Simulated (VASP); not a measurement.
Data:

```
Na2S
1.0
    0.00000     3.24680     3.24680
    3.24680     0.00000     3.24680
    3.24680     3.24680     0.00000
Na S
2 1
Cartesian
  1.62340   1.62340   1.62340
  4.87020   4.87020   4.87020
  0.00000   0.00000   0.00000
```

All values below come from PW91 GGA, VASP's PBE PAW potentials (set 64) (plane waves; VASP). Numerical set-up: 520 eV cut-off, 6×6×6 Γ-centred mesh, Gaussian smearing of 0.050 eV, potentials Na_pv S.

**Question.** Predict the energy per atom (σ→0), pressure, band gap (on the k-mesh) with the smallest direct gap where there is one.

**Answer.** 
```yaml
band gap (on the k-mesh): 2.57 eV
smallest direct gap (on the k-mesh): 2.57 eV
energy per atom (σ→0): -323.1 kJ/mol of atoms
pressure: 1.07 GPa
```

Only differences to runs with the same potentials and settings are physical.

The compound is Na2S in the antifluorite structure. This cell is one point of a volume scan, at 0.97 of the reference volume.
